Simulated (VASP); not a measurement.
Ta3AsAu2O13:

```
Ta As Au O
1.0
     6.80067   -1.92163   -0.02621
     6.80067    1.92163   -0.02621
    -1.72225    0.00000   10.37288
Ta As Au O
3 1 2 13
Direct
  0.29832 0.29832 0.63042
  0.35838 0.35838 0.00386
  0.64153 0.64153 0.99841
  0.70210 0.70210 0.36249
  0.60176 0.60176 0.63181
  0.39989 0.39989 0.36577
  0.34257 0.34257 0.80557
  0.41638 0.41638 0.55635
  0.78159 0.78159 0.59389
  0.65958 0.65958 0.20071
  0.59095 0.59095 0.43486
  0.21897 0.21897 0.41156
  0.61546 0.61546 0.82214
  0.14400 0.14400 0.64097
  0.38300 0.38300 0.17947
  0.84498 0.84498 0.35825
  0.50050 0.50050 0.00258
  0.81269 0.81269 0.99232
  0.18737 0.18737 0.00856
```

The cell was built by a generator and needn't be a form met in nature.

| Item | Value |
| --- | --- |
| Program | VASP 6.6.1 |
| Task | relaxation of cell and atoms |
| Functional | PBEsol |
| Potentials or basis | VASP PAW PBE potentials, release 64 (Ta_pv, As, Au, O) |
| Cutoff | 600 eV |
| k mesh | 7 × 7 × 3 |
| Occupations | fermi-dirac, width 0.05 eV |
| Spin | no spin polarisation |

At the start: pressure -4.7 GPa; volume 14.26 Å³/atom.

Problem. How do energy, volume and symmetry change on relaxing?

Solution. Over 40 steps the energy falls by 8.0 meV/atom and the volume is 13.78 Å³/atom (-3.3 %); space group Cm (No. 8, to 0.05 Å).

The path:
```tsv
step	energy change (eV)	largest force (eV/Å)	pressure (GPa)	volume (Å³)
1	0.0000	0.3263	-4.66	270.94
2	0.0852	0.7307	7.31	254.99
3	-0.1122	0.4283	0.11	263.90
4	-0.1064	0.7898	-0.24	262.90
5	-0.1225	0.2379	-0.07	263.46
6	-0.1320	0.1732	-0.05	263.01
7	-0.1350	0.2721	-0.01	262.56
8	-0.1395	0.2173	0.01	262.24
9	-0.1395	0.2241	0.02	262.23
10	-0.1419	0.1149	0.01	262.11
11	-0.1420	0.1305	0.01	262.10
12	-0.1443	0.0888	0.01	262.03
13	-0.1447	0.1060	0.02	261.98
14	-0.1464	0.1006	0.01	261.96
15	-0.1467	0.1263	0.01	261.96
16	-0.1482	0.0872	-0.01	261.96
17	-0.1487	0.1308	-0.04	261.97
18	-0.1498	0.0573	0.00	261.93
19	-0.1499	0.0930	0.01	261.91
20	-0.1505	0.0473	0.01	261.91
21	-0.1507	0.0531	0.00	261.91
22	-0.1510	0.0285	0.01	261.91
23	-0.1511	0.0714	0.02	261.91
24	-0.1513	0.0383	-0.01	261.95
25	-0.1513	0.0384	-0.01	261.95
26	-0.1514	0.0183	-0.01	261.94
27	-0.1514	0.0306	0.00	261.93
28	-0.1515	0.0167	0.00	261.92
29	-0.1515	0.0177	0.00	261.92
30	-0.1514	0.0306	0.00	261.91
31	-0.1515	0.0207	0.00	261.92
32	-0.1515	0.0195	0.00	261.91
33	-0.1515	0.0235	0.00	261.90
34	-0.1515	0.0133	0.00	261.90
35	-0.1516	0.0155	0.01	261.88
36	-0.1516	0.0122	0.00	261.89
37	-0.1516	0.0137	0.00	261.89
38	-0.1516	0.0104	-0.01	261.90
39	-0.1516	0.0124	-0.01	261.90
40	-0.1516	0.0063	0.00	261.89
```

Final structure:
```cif
data_structure
_symmetry_space_group_name_H-M 'P 1'
_symmetry_Int_Tables_number 1
_cell_length_a 6.9775
_cell_length_b 6.9775
_cell_length_c 10.3902
_cell_angle_alpha 99.683
_cell_angle_beta 99.683
_cell_angle_gamma 31.723
_cell_volume 261.89
loop_
_atom_site_label
_atom_site_type_symbol
_atom_site_fract_x
_atom_site_fract_y
_atom_site_fract_z
_atom_site_occupancy
Ta1 Ta 0.29568 0.29568 0.62775 1
Ta2 Ta 0.35724 0.35724 0.00441 1
Ta3 Ta 0.64267 0.64267 0.00079 1
As1 As 0.70464 0.70464 0.36695 1
Au1 Au 0.60058 0.60058 0.63179 1
Au2 Au 0.40170 0.40170 0.36801 1
O1 O 0.33973 0.33973 0.80491 1
O2 O 0.41728 0.41728 0.55944 1
O3 O 0.77880 0.77880 0.58237 1
O4 O 0.66212 0.66212 0.20157 1
O5 O 0.58958 0.58958 0.43438 1
O6 O 0.21970 0.21970 0.41196 1
O7 O 0.61511 0.61511 0.82194 1
O8 O 0.14183 0.14183 0.63909 1
O9 O 0.38423 0.38423 0.18179 1
O10 O 0.84799 0.84799 0.35812 1
O11 O 0.50022 0.50022 0.00272 1
O12 O 0.81197 0.81197 0.99260 1
O13 O 0.18893 0.18893 0.00940 1
```

Caveat: the PAW data sets were made with another functional, which shifts forces and pressure a little.
